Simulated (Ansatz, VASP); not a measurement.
## KSrBr3 in two plane-wave programs

One calculation is typed for both programs; each brings its own data sets. How far apart do they land? The cell is generated by rule, not measured, and may not be a known phase. The cell is taken from a series of runs on this material, whose earlier steps may have relaxed, scaled, displaced or heated it; both programs get it as it stands.

Program: Ansatz 0.2.0. Level of theory: plane waves, with VASP 6.6.1 beside it; relaxation of cell and atoms at PBEsol. Results are calculated unless marked as measured.

## (1) Set-up

It takes space group Pm-3m (No. 221, cubic). Conventional cell: a = 5.873 Å, b = 5.873 Å, c = 5.873 Å, α = 90.00°, β = 90.00°, γ = 90.00°. Nearest to K lie 12 Br at 4.15 Å. Nearest to Sr lie 6 Br at 2.94 Å. Br has 2 Sr at 2.94 Å and 4 K at 4.15 Å nearest. Farther neighbours and most contacts between anions are not listed.

## (2) Ansatz: relaxation of cell and atoms, PBEsol, pair 1

Ansatz runs on norm-conserving files, of PseudoDojo where its log says so.

The relaxed volume is the usual yardstick between codes: in a stiff, nearly cubic crystal its relative difference is about their pressure difference at one cell divided by the bulk modulus.

input.yaml reads:

```yaml
crystal:
  lattice:
    - [5.8733190708, 0.0, 0.0]
    - [0.0, 5.8733190708, 0.0]
    - [0.0, 0.0, 5.8733190708]
  atoms:
    - { symbol: K, position: [0.0, 0.0, 0.0] }
    - { symbol: Sr, position: [0.5, 0.5, 0.5] }
    - { symbol: Br, position: [0.0, 0.5, 0.5] }
    - { symbol: Br, position: [0.5, 0.0, 0.5] }
    - { symbol: Br, position: [0.5, 0.5, 0.0] }
kpoints:
  mp_grid: { grid: [4, 4, 4] }
hamiltonian:
  xc: pbesol
  pseudopotentials: { kind: nc, accuracy: standard }
scf:
  occupations: { method: fixed }
output:
  forces: true
  stress: true
  eigenvalues: true
  write_density: true
  write_potential: true
  elf: true
  volumetric_format: npy
relax:
  adjacent_minimum: "off"
  f_tol: 0.001
  max_steps: 60
  cell: { stress_tol: 0.01 }
```

Launch:

```sh
$ ansatz run input.yaml --threads 8 --pin off --max-ram 14336MiB --backend cpu --events-out ev --progress --plain --runs-dir out
```

Numbers of over 12 decimals in the logs are rounded to 6 here.

Log:

```text
Engine: ansatz 0.2.0, aarch64-unknown-linux-gnu
Pseudopotentials: kind: nc
Pseudopotential: K, nc, valence charge 9, recommended cutoff 1006.821291 eV (normal), K.nc.azcp (PseudoDojo's, or run here from an input of PseudoDojo's; its table is named by hamiltonian.pseudopotentials.accuracy)
Pseudopotential: Sr, nc, valence charge 10, recommended cutoff 925.187132 eV (normal), Sr.nc.azcp (PseudoDojo's, or run here from an input of PseudoDojo's; its table is named by hamiltonian.pseudopotentials.accuracy)
Pseudopotential: Br, nc, valence charge 7, recommended cutoff 625.861884 eV (normal), Br.nc.azcp (PseudoDojo's, or run here from an input of PseudoDojo's; its table is named by hamiltonian.pseudopotentials.accuracy)
Functional definition: PBEsol
  exchange = pbesol_x
  correlation = pbesol_c
Crystal: 5 atoms, lattice volume = 202.605 Å³
Basis set: ecut = 1006.821291 eV, 14771 PW (Γ), exchange–correlation on 128×128×128 points (8 copies of the dense FFT grid, shifted against one another)
Bands: 25, of which v1, the nominal top of the filled ones, is band 20 counted from 1 (19 counted from 0)
Symmetry: 48 space group operations
Space group: Pm-3m (ITA 221), of the structure as read, at distance tolerance 5.9e-5 Å
k-points: 10 of 64
Non-local potential: K, projectors of the file, l = 0: 2, l = 1: 2, l = 2: 2
Non-local potential: Sr, projectors of the file, l = 0: 2, l = 1: 2, l = 2: 2
Non-local potential: Br, projectors of the file, l = 0: 2, l = 1: 2, l = 2: 2
Initial density: superposition of atomic densities (chi_scale 0.1, normalization cell, long waves kept (reshape's long-wave potential 0.01 eV rms))
Initial wavefunctions: pseudopotential atomic-orbital guess
Functional: x = pbesol(κ = 0.804, μ = 0.123457), c = pbesol(β = 0.046)
SCF iter   1: F=—  HF=-3041.090513 eV  |F-HF|=—  |Δ(HF+E_count)|=         —  Δρ=3.26e-2  dr2=4.27e0  ethr=3.10e-3  ⟨swp⟩=8.8  Hψ=1418  notcnv=0  defer=26
preconditioner: auto → Resta (q_TF=auto, 2.082 Å⁻¹)  ε∞=4.5  [insulator: Δε(μ)=2.833 eV  Ē_g=5.879 eV  n_scr=26 (ndim 8)  ℏωp=11.1 eV  f_vac=0.004  ε∞_Penn≈4.5]
SCF iter   2: F=—  HF=-3039.622207 eV  |F-HF|=—  |Δ(HF+E_count)|=    1.47e0  Δρ=1.38e-2  dr2=9.67e-1  ethr=3.10e-3  ⟨swp⟩=5.1  Hψ=664  notcnv=0  defer=25
SCF iter   3: F=—  HF=-3039.227868 eV  |F-HF|=—  |Δ(HF+E_count)|=   3.94e-1  Δρ=4.15e-3  dr2=6.08e-2  ethr=2.42e-3  ⟨swp⟩=4.6  Hψ=564  notcnv=0  defer=26
SCF iter   4: F=—  HF=-3039.227976 eV  |F-HF|=—  |Δ(HF+E_count)|=   1.08e-4  Δρ=9.73e-4  dr2=3.09e-3  ethr=1.52e-4  ⟨swp⟩=4.2  Hψ=630  notcnv=0  defer=26
SCF iter   5: F=—  HF=-3039.229801 eV  |F-HF|=—  |Δ(HF+E_count)|=   1.82e-3  Δρ=2.91e-4  dr2=2.62e-4  ethr=7.72e-6  ⟨swp⟩=4.2  Hψ=484  notcnv=0  defer=26
SCF iter   6: F=—  HF=-3039.230410 eV  |F-HF|=—  |Δ(HF+E_count)|=   6.10e-4  Δρ=6.69e-5  dr2=2.30e-5  ethr=6.55e-7  ⟨swp⟩=3.2  Hψ=455  notcnv=0  defer=26
SCF iter   7: F=—  HF=-3039.230653 eV  |F-HF|=—  |Δ(HF+E_count)|=   2.42e-4  Δρ=2.07e-5  dr2=3.42e-6  ethr=5.75e-8  ⟨swp⟩=2.3  Hψ=422  notcnv=0  defer=24
SCF iter   8: F=-3039.230655 eV  HF=-3039.230655 eV  |F-HF|=3.58e-8  |Δ(HF+E_count)|=   2.58e-6  Δρ=5.35e-6  dr2=5.56e-8  ethr=2.50e-10  ⟨swp⟩=28.8  Hψ=3835  notcnv=0
SCF 1 converged in 8 iterations: F = -3039.230655 eV  dr2 = 5.56e-8
relax step   1: F+E_penalty+E_count = -3039.23065516 eV  Δ(F+E_penalty+E_count) = +0.000e0 eV  max|allowed force component| = 1.779e-29 eV/Å  Δτ_max = 0.0000 Å  P = +0.006 GPa  Ω = 202.605 Å³  (8 SCF iters, dr2 threshold 1.00e-7 eV, accepted)
Initial density: handed on by an earlier stage of this run
Initial wavefunctions: pseudopotential atomic-orbital guess (no wavefunctions were taken with the density)
iter 1 solved again at ethr=9.33e-7 eV; its pass at ethr=3.10e-3 eV (dr2=3.73e-4 eV) is discarded
SCF iter   1: F=—  HF=-3039.230455 eV  |F-HF|=—  |Δ(HF+E_count)|=         —  Δρ=4.98e-6  dr2=4.53e-8  ethr=9.33e-7  ⟨swp⟩=5.4  Hψ=2196  notcnv=0  defer=25
eigensolver tolerance schedule: the retry pair's looser diagonalisation over-reported the residual by 8229.13 of it (diagonalisation noise at an unbounded share of the residual, at the tolerance the schedule requests for it); recorded, not acted on — ethr = c·dr2/N_el stays at c = 1.0e-1
preconditioner: auto → Resta (q_TF=auto, 2.082 Å⁻¹)  ε∞=2.4  [insulator: Δε(μ)=3.726 eV  Ē_g=13.243 eV  n_scr=26 (ndim 8)  ℏωp=15.7 eV  f_vac=0.106  ε∞_Penn≈2.4]
SCF iter   2: F=—  HF=-3039.230655 eV  |F-HF|=—  |Δ(HF+E_count)|=   2.00e-4  Δρ=3.27e-6  dr2=2.04e-8  ethr=1.13e-10  ⟨swp⟩=4.6  Hψ=787  notcnv=0  defer=25
SCF iter   3: F=—  HF=-3039.230655 eV  |F-HF|=—  |Δ(HF+E_count)|=   2.44e-8  Δρ=1.45e-6  dr2=4.61e-9  ethr=5.09e-11  ⟨swp⟩=2.5  Hψ=472  notcnv=0  defer=25
SCF iter   4: F=—  HF=-3039.230655 eV  |F-HF|=—  |Δ(HF+E_count)|=  8.09e-10  Δρ=6.55e-7  dr2=9.67e-10  ethr=1.15e-11  ⟨swp⟩=2.5  Hψ=417  notcnv=0  defer=25
SCF iter   5: F=—  HF=-3039.230655 eV  |F-HF|=—  |Δ(HF+E_count)|=  1.12e-10  Δρ=1.63e-7  dr2=4.30e-11  ethr=2.42e-12  ⟨swp⟩=3.0  Hψ=493  notcnv=0  defer=25
SCF iter   6: F=-3039.230655 eV  HF=-3039.230655 eV  |F-HF|=9.09e-13  |Δ(HF+E_count)|=  1.23e-11  Δρ=1.09e-8  dr2=4.43e-13  ethr=1.00e-12  ⟨swp⟩=24.4  Hψ=2801  notcnv=0
SCF 2 converged in 6 iterations: F = -3039.230655 eV  dr2 = 4.43e-13
relax step   2: F+E_penalty+E_count = -3039.23065518 eV  Δ(F+E_penalty+E_count) = -1.866e-8 eV  max|allowed force component| = 1.127e-29 eV/Å  Δτ_max = 0.0000 Å  P = +0.006 GPa  Ω = 202.605 Å³  stress off target by 5.72e-3 GPa  SCF on the basis re-selected at this cell (its energy is not comparable with the rows above)  (6 SCF iters)
basis re-selected at this cell: Δ(F+E_penalty+E_count) = -1.866e-8 eV, ΔP = -0.000 GPa vs the last step (what re-selecting the basis moved, of the pressure what is left beyond the Pulay correction that the steps carried, after the strain that the cell walked since its last selection, with what the two solves' SCF thresholds leave and, on support functions, any second-order correction that the steps lacked; it is no m [...]
SCF converged after 6 iterations
Free energy (F): -3039.230655 eV
Harris-Foulkes:  -3039.230655 eV  (|F-HF|=9.09e-13)
Internal energy: -3039.230655 eV  (E = F + TS)
E sigma→0 (E₀):  -3039.230655 eV
Fermi energy:    1.121175 eV
--- Per-component energies (eV) ---
  E_band       = -336.361924
  E_kinetic    = 887.609916
  E_local      = -2361.169591  (includes V_loc(G=0)·N_el)
  E_nonlocal   = 437.712347
  E_hartree    = 664.007343
  E_xc         = -820.364313
  E_vxc        = -628.529296  (∫ρ·V_xc dr)
  E_ewald      = -1847.026357
  E_smearing   = -0.000000  (= −TS)
  E_closure    = 0.000000  (closes the sum)
  Σ components = -3039.230655   (vs F -3039.230655, Δ=0.00e0)
--- Forces (eV/Å), atoms counted from 1 ---
  atom   1  K     -0.00000000     0.00000000    -0.00000000
  atom   2  Sr     0.00000000    -0.00000000    -0.00000000
  atom   3  Br     0.00000000    -0.00000000     0.00000000
  atom   4  Br    -0.00000000    -0.00000000     0.00000000
  atom   5  Br    -0.00000000     0.00000000     0.00000000
  max |Σ_I F_I| component: 2.78e-29 eV/Å
--- Stress (GPa, compression-positive) ---
        0.005721       0.000000       0.000000
        0.000000       0.005721       0.000000
        0.000000       0.000000       0.005721
  P = ⅓ Tr σ = 0.0057 GPa (0.057 kbar)
--- Band table (eV; the first three rows and the last of 10) ---
  k-point 0: bands = [... 16 lower, 0.6279, 0.8747, 0.8747, 0.8747, 4.8466, 6.2541, 6.2541, 6.2541, ... 1 higher]
  k-point 1: bands = [... 16 lower, 0.5059, 0.5683, 0.8178, 0.8178, 5.4208, 6.3425, 6.7862, 6.7862, ... 1 higher]
  k-point 2: bands = [... 16 lower, 0.3098, 0.5111, 0.7917, 0.7917, 6.4450, 6.5771, 6.5841, 7.5272, ... 1 higher]
  k-point 9: bands = [... 16 lower, -0.2892, 1.1212, 1.1212, 1.1212, 6.2177, 7.5090, 7.5090, 7.5090, ... 1 higher]
--- Relaxed structure (1 steps of the walk, 1 accepted, 1 SCFs on fresh bases) ---
  F+E_penalty+E_count = -3039.23065518 eV   max|allowed force component| = 1.127e-29 eV/Å   (the final SCF, on the basis selected at the relaxed cell)
  cell:  # Å, volume = 202.6053 Å³
    - [5.8733190708, 0.0, 0.0]
    - [0.0, 5.8733190708, 0.0]
    - [0.0, 0.0, 5.8733190708]
  atoms:
    - { symbol: K, position: [0.0, 0.0, 0.0] }
    - { symbol: Sr, position: [0.5, 0.5, 0.5] }
    - { symbol: Br, position: [0.0, 0.5, 0.5] }
    - { symbol: Br, position: [0.5, 0.0, 0.5] }
    - { symbol: Br, position: [0.5, 0.5, 0.0] }
```

## (3) VASP: relaxation of cell and atoms, PBEsol, pair 1

The same cell, functional and mesh now go to VASP, with its own data sets.

Lines of VASP's logs that name or quote its potential files are left out, and so is its time.

INCAR reads:

```
SYSTEM = KSrBr3
PREC = Accurate
ENCUT = 500
EDIFF = 1E-07
NELM = 120
ISMEAR = 0
SIGMA = 0.01
LREAL = .FALSE.
ALGO = Normal
GGA = PS
NBANDS = 26
LORBIT = 11
LWAVE = .FALSE.
LCHARG = .FALSE.
ISIF = 3
IBRION = 2
NSW = 80
EDIFFG = -0.005
LASPH = .TRUE.
GGA_COMPAT = .FALSE.
NELMIN = 4
EFERMI = MIDGAP
KPAR = 2
```

POSCAR reads:

```
KSrBr3
1.0
    5.8733190000      0.0000000000      0.0000000000
    0.0000000000      5.8733190000      0.0000000000
    0.0000000000      0.0000000000      5.8733190000
K Sr Br
1 1 3
Direct
    0.0000000000      0.0000000000      0.0000000000
    0.5000000851      0.5000000851      0.5000000851
    0.0000000000      0.5000000851      0.5000000851
    0.5000000851      0.0000000000      0.5000000851
    0.5000000851      0.5000000851      0.0000000000
```

KPOINTS reads:

```
Automatic mesh
0
Gamma
4 4 4
0 0 0
```

The projector-augmented-wave data sets are K_sv, Sr_sv and Br (PBE family, release 64).

Launch:

```sh
$ mpirun -np 2 vasp_std
```

Log:

```text
[banner, memory and clock lines left out]
running    2 mpi-ranks, on    1 nodes
 distrk:  each k-point on    1 cores,    2 groups
 distr:  one band on    1 cores,    1 groups

 POSCAR found type information on POSCAR K SrBr
 POSCAR found :  3 types and       5 ions
|                                                                             |
|               ----> ADVICE to this user running VASP <----                  |
|                                                                             |
|     You enforced a specific xc type in the INCAR file but a different       |
|     [... a line on the potential file left out ...]
|     I HOPE YOU KNOW WHAT YOU ARE DOING!                                     |
|                                                                             |

 LDA part: xc-table for (Slater+PW92), standard interpolation
 POSCAR, INCAR and KPOINTS ok, starting setup
 FFT: planning ... GRIDC
 FFT: planning ... GRID_SOFT
 FFT: planning ... GRID
 WAVECAR not read
 entering main loop
       N       E                     dE             d eps       ncg     rms          rms(c)
DAV:   1     0.289569577977E+03    0.28957E+03   -0.17188E+04   520   0.128E+03
DAV:   2     0.756146790925E+01   -0.28201E+03   -0.27584E+03   686   0.281E+02
DAV:   3    -0.177221281302E+02   -0.25284E+02   -0.25239E+02   768   0.801E+01
DAV:   4    -0.184229475792E+02   -0.70082E+00   -0.69973E+00   838   0.122E+01
DAV:   5    -0.184450793341E+02   -0.22132E-01   -0.22130E-01   750   0.120E+00    0.202E+01
DAV:   6    -0.180175167581E+02    0.42756E+00   -0.67676E-01   680   0.314E+00    0.120E+01
DAV:   7    -0.179006265480E+02    0.11689E+00   -0.64740E-01   700   0.343E+00    0.985E-01
DAV:   8    -0.178915706230E+02    0.90559E-02   -0.66936E-02   726   0.110E+00    0.268E-01
DAV:   9    -0.178903261283E+02    0.12445E-02   -0.69184E-03   710   0.557E-01    0.177E-01
DAV:  10    -0.178903314751E+02   -0.53467E-05   -0.20730E-03   718   0.282E-01    0.735E-02
DAV:  11    -0.178904054592E+02   -0.73984E-04   -0.58401E-04   710   0.132E-01    0.231E-02
DAV:  12    -0.178904174578E+02   -0.11999E-04   -0.53619E-05   694   0.369E-02    0.126E-02
DAV:  13    -0.178904184310E+02   -0.97327E-06   -0.22773E-06   758   0.868E-03    0.576E-03
DAV:  14    -0.178904188073E+02   -0.37629E-06   -0.42506E-07   614   0.360E-03    0.139E-03
DAV:  15    -0.178904187771E+02    0.30182E-07   -0.43910E-08   496   0.138E-03
   1 F= -.17890419E+02 E0= -.17890419E+02  d E =-.178904E+02
 curvature:   0.00 expect dE= 0.000E+00 dE for cont linesearch  0.000E+00
 trial: gam= 0.00000 g(F)=  0.000E+00 g(S)=  0.446E-03 ort = 0.000E+00 (trialstep = 0.100E+01)
 search vector abs. value=  0.446E-03
 bond charge predicted
       N       E                     dE             d eps       ncg     rms          rms(c)
DAV:   1    -0.178937575147E+02   -0.33387E-02   -0.69559E-02   578   0.161E+00    0.370E-01
DAV:   2    -0.178913444920E+02    0.24130E-02   -0.60469E-03   726   0.431E-01    0.144E-01
DAV:   3    -0.178907097102E+02    0.63478E-03   -0.16403E-03   762   0.216E-01    0.113E-01
DAV:   4    -0.178907059426E+02    0.37676E-05   -0.18471E-04   878   0.459E-02    0.672E-02
DAV:   5    -0.178907101276E+02   -0.41850E-05   -0.77020E-05   934   0.360E-02    0.115E-02
DAV:   6    -0.178907093455E+02    0.78202E-06   -0.22621E-06   642   0.915E-03    0.395E-03
DAV:   7    -0.178907087928E+02    0.55277E-06   -0.26067E-07   596   0.335E-03    0.170E-03
DAV:   8    -0.178907089206E+02   -0.12788E-06   -0.34489E-08   340   0.122E-03    0.424E-04
DAV:   9    -0.178907088904E+02    0.30204E-07   -0.18977E-08   370   0.858E-04
   2 F= -.17890709E+02 E0= -.17890709E+02  d E =-.290113E-03
 trial-energy change:   -0.000290  1 .order   -0.000290   -0.000446   -0.000134
 step:   1.4321(harm=  1.4321)  dis= 0.00000  next Energy=   -17.890738 (dE=-0.319E-03)
 bond charge predicted
       N       E                     dE             d eps       ncg     rms          rms(c)
DAV:   1    -0.178913072132E+02   -0.59829E-03   -0.12972E-02   580   0.693E-01    0.159E-01
DAV:   2    -0.178908591027E+02    0.44811E-03   -0.11260E-03   716   0.186E-01    0.619E-02
DAV:   3    -0.178907414311E+02    0.11767E-03   -0.30870E-04   752   0.936E-02    0.482E-02
DAV:   4    -0.178907394836E+02    0.19475E-05   -0.33894E-05   874   0.196E-02    0.288E-02
DAV:   5    -0.178907384976E+02    0.98600E-06   -0.14181E-05   932   0.154E-02    0.514E-03
DAV:   6    -0.178907381271E+02    0.37053E-06   -0.41849E-07   632   0.395E-03    0.164E-03
DAV:   7    -0.178907378742E+02    0.25283E-06   -0.39144E-08   362   0.143E-03    0.682E-04
DAV:   8    -0.178907379296E+02   -0.55345E-07   -0.72785E-09   290   0.506E-04
   3 F= -.17890738E+02 E0= -.17890738E+02  d E =-.319152E-03
 curvature:  -0.72 expect dE=-0.101E-10 dE for cont linesearch -0.101E-10
 trial: gam=-0.00018 g(F)=  0.310E-47 g(S)=  0.140E-10 ort = 0.791E-07 (trialstep = 0.109E+01)
 search vector abs. value=  0.100E-09
 reached required accuracy - stopping structural energy minimisation
```

Parts of OUTCAR (step 3):

```text
ion  position               nearest neighbor table
   1  0.000  0.000  0.000-
   2  0.500  0.500  0.500-   3 2.94   4 2.94   5 2.94   5 2.94   4 2.94   3 2.94
   3  0.000  0.500  0.500-   2 2.94   2 2.94
   4  0.500  0.000  0.500-   2 2.94   2 2.94
   5  0.500  0.500  0.000-   2 2.94   2 2.94

  LATTYP: Found a simple cubic cell.
 ALAT       =     5.8733190000

 Subroutine GETGRP returns: Found 48 space group operations
 (whereof 48 operations were pure point group operations)

The static configuration has the point symmetry O_h .

 Found     10 irreducible k-points:

   k-points           NKPTS =     10   k-points in BZ     NKDIM =     10   number of bands    NBANDS=     26

   dimension x,y,z NGX =    48 NGY =   48 NGZ =   48
   dimension x,y,z NGXF=    96 NGYF=   96 NGZF=   96

   ENCUT  =  500.0 eV  36.75 Ry    6.06 a.u.  10.71 10.71 10.71*2*pi/ulx,y,z

   NELECT =      40.0000    total number of electrons

 k-points in reciprocal lattice and weights: Automatic mesh
   0.00000000  0.00000000  0.00000000       0.016
   0.25000000  0.00000000  0.00000000       0.094
   0.50000000  0.00000000  0.00000000       0.047
   0.25000000  0.25000000  0.00000000       0.188
   0.50000000  0.25000000  0.00000000       0.188
   0.50000000  0.50000000  0.00000000       0.047
   0.25000000  0.25000000  0.25000000       0.125
   0.50000000  0.25000000  0.25000000       0.188
   0.50000000  0.50000000  0.25000000       0.094
   0.50000000  0.50000000  0.50000000       0.016

 average (electrostatic) potential at core
       1 -37.8654       2 -40.0181       3 -64.9262       4 -64.9262       5 -64.9262

 E-fermi :   0.3526

 k-point     1 :       0.0000    0.0000    0.0000
  band No.  band energies     occupation
    ...
     16      -1.9939      2.00000
     17      -1.9939      2.00000
     18      -1.7461      2.00000
     19      -1.7461      2.00000
     20      -1.7461      2.00000
     21       2.2113      0.00000
     22       3.6139      0.00000
     23       3.6139      0.00000
     24       3.6139      0.00000
     25       4.6905      0.00000
    ...

 k-point     2 :       0.2500    0.0000    0.0000
  band No.  band energies     occupation
    ...
     16      -2.1158      2.00000
     17      -2.1158      2.00000
     18      -2.0529      2.00000
     19      -1.8033      2.00000
     20      -1.8033      2.00000
     21       2.7832      0.00000
     22       3.7012      0.00000
     23       4.1430      0.00000
     24       4.1430      0.00000
     25       4.7159      0.00000
    ...

 k-point     3 :       0.5000    0.0000    0.0000
  band No.  band energies     occupation
    ...
     16      -2.3117      2.00000
     17      -2.3117      2.00000
     18      -2.1094      2.00000
     19      -1.8295      2.00000
     20      -1.8295      2.00000
     21       3.8020      0.00000
     22       3.9348      0.00000
     23       3.9422      0.00000
     24       4.8751      0.00000
     25       4.8751      0.00000
    ...

  Total        0.0000220      0.0000220      0.0000220     -0.0000000      0.0000000      0.0000000
  in kB        0.0001733      0.0001733      0.0001733     -0.0000000      0.0000000      0.0000000
  external PRESSURE =       0.0001733 kB  Pullay stress =       0.0000000 kB

  energy-cutoff  :      500.00
  volume of cell :      203.65
      direct lattice vectors                 reciprocal lattice vectors
     5.883389400 -0.000000000  0.000000000     0.169970052 -0.000000000  0.000000000
     0.000000000  5.883389400  0.000000000     0.000000000  0.169970052  0.000000000
    -0.000000000 -0.000000000  5.883389400    -0.000000000 -0.000000000  0.169970052

 POSITION                                       TOTAL-FORCE (eV/Angst)
 -----------------------------------------------------------------------------------
      0.00000      0.00000      0.00000        -0.000000     -0.000000      0.000000
      2.94170      2.94170      2.94170         0.000000      0.000000      0.000000
     -0.00000      2.94170      2.94170         0.000000      0.000000      0.000000
      2.94170     -0.00000      2.94170         0.000000      0.000000      0.000000
      2.94170      2.94170      0.00000        -0.000000     -0.000000      0.000000
 -----------------------------------------------------------------------------------
    total drift:                               -0.001132     -0.001132     -0.001132

  FREE ENERGIE OF THE ION-ELECTRON SYSTEM (eV)
  ---------------------------------------------------
  free  energy   TOTEN  =       -17.8907379296 eV

  energy  without entropy=      -17.8907379296  energy(sigma->0) =      -17.89073793

 reached required accuracy - stopping structural energy minimisation

 total charge
# of ion       s       p       d       tot
------------------------------------------
    1        1.946   5.561   0.005   7.512
    2        2.009   5.762   0.216   7.987
    3        1.594   3.288   0.003   4.885
    4        1.594   3.288   0.003   4.885
    5        1.594   3.288   0.003   4.885
--------------------------------------------------
tot          8.737  21.188   0.229  30.154

[... 3 further parts left out ...]
```

The gap is read on the k-mesh alone, so it is an upper bound where the band edges lie off the mesh. The PAW data sets were made with PBE, which is usual practice but a small mismatch for other functionals.

(Continued in part 2 of 2.)

[Lines on the potential files, build, host, timing and source positions are cut from VASP's logs without a mark.]

[Logs are printed without paths, hosts, clocks, repeated set-up lines and the standing remarks that a program may print on its own settings, such as how far it seeks lower states.]

[Hosts, paths, dates, database ids (printed as entryN), source tags and the programs' standing remarks are cut or masked in the printed files.]
